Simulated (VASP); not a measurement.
A run of VASP 6.6.1 is set up as follows.

The input INCAR:

```
SYSTEM = Zr3MoC
PREC = Accurate
ENCUT = 520
EDIFF = 1E-6
ISMEAR = 0
SIGMA = 0.1
LREAL = .False.
LASPH = .True.
NELM = 80
ALGO = Normal
ISIF = 2
LWAVE = .False.
LCHARG = .True.
GGA = PE
LELF = .True.
LVHAR = .True.
NBANDS = 35
```

The input KPOINTS:

```
regular mesh
0
Gamma
  4 4 4
  0 0 0
```

File POSCAR:

```
Zr3MoC
1.0
    4.5108380252      0.0000000000      0.0000000000
    0.0000000000      4.5108380252      0.0000000000
    0.0000000000      0.0000000000      4.5108380252
Zr Mo C
3 1 1
Direct
    0.5000000000      0.0000000000      0.5000000000
    0.0000000000      0.5000000000      0.5000000000
    0.5000000000      0.5000000000      0.0000000000
    0.0000000000      0.0000000000      0.0000000000
    0.5000000000      0.5000000000      0.5000000000
```

Potentials or basis: VASP PAW PBE potentials, release 64 (Zr_sv, Mo_sv, C).

Launch:

```bash
$ cat potpaw_PBE.64/Zr_sv/POTCAR potpaw_PBE.64/Mo_sv/POTCAR potpaw_PBE.64/C/POTCAR > POTCAR
$ mpirun -np 1 vasp_std > vasp.out
```

**Question.** Predict the pressure.

**Answer.** 0.3 GPa.

**Question.** What does it give for the band gap on the k mesh?

**Answer.** None (metal or under the smearing width).
